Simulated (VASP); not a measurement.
Crystal: Al3Si2F.

```
Al Si F
1.0
     4.77668    0.00000    0.00000
     0.00000    4.77668    0.00000
     0.00000    0.00000    4.34792
Al Si F
3 2 1
Direct
  0.00000 0.50000 0.50000
  0.50000 0.00000 0.50000
  0.50000 0.50000 0.50000
  0.00000 0.50000 0.00000
  0.50000 0.00000 0.00000
  0.50000 0.50000 0.00000
```

The cell was built by a generator and needn't be a form met in nature.

| Property | Result |
| --- | --- |
| Program | VASP 6.6.1 |
| Task | relaxation of cell and atoms |
| Functional | PBE |
| Potentials or basis | VASP PAW PBE potentials, release 64 (Al, Si, F) |
| Cutoff | 520 eV |
| k mesh | 3 × 3 × 3 |
| Occupations | gaussian, width 0.15 eV |
| Spin | no spin polarisation |

At the start: pressure 22.9 GPa; volume 16.53 Å³/atom.

**Question.** How do energy, volume and symmetry change on relaxing?

**Answer.** Over 9 steps the energy falls by 282.3 meV/atom and the volume is 20.40 Å³/atom (+23.4 %); space group P4/mmm (No. 123, to 0.05 Å).

The path:
| step | energy change (eV) | largest force (eV/Å) | pressure (GPa) | volume (Å³) |
| --- | --- | --- | --- | --- |
| 1 | 0.0000 | 0.0000 | 22.94 | 99.21 |
| 2 | -1.1232 | 0.0000 | -5.42 | 136.25 |
| 3 | -1.6664 | 0.0000 | 0.78 | 119.19 |
| 4 | -1.6666 | 0.0000 | 0.93 | 118.77 |
| 5 | -1.6658 | 0.0000 | 1.29 | 118.36 |
| 6 | -1.6904 | 0.0000 | 0.57 | 120.52 |
| 7 | -1.6925 | 0.0000 | 0.14 | 122.22 |
| 8 | -1.6933 | 0.0000 | 0.31 | 121.67 |
| 9 | -1.6938 | 0.0000 | 0.03 | 122.41 |

Final structure:
```yaml
crystal:
  lattice:
    - [5.02016, 0.00000, 0.00000]
    - [0.00000, 5.02016, 0.00000]
    - [0.00000, 0.00000, 4.85713]
  atoms:
    - { symbol: Al, position: [0.00000, 0.50000, 0.50000] }
    - { symbol: Al, position: [0.50000, 0.00000, 0.50000] }
    - { symbol: Al, position: [0.50000, 0.50000, 0.50000] }
    - { symbol: Si, position: [0.00000, 0.50000, 0.00000] }
    - { symbol: Si, position: [0.50000, 0.00000, 0.00000] }
    - { symbol: F, position: [0.50000, 0.50000, 0.00000] }
```

Caveat: the k mesh is coarse (spacing up to 0.48 Å⁻¹), so the values aren't converged; the volume moved by over 15 % at a fixed basis, so the end points are rough.
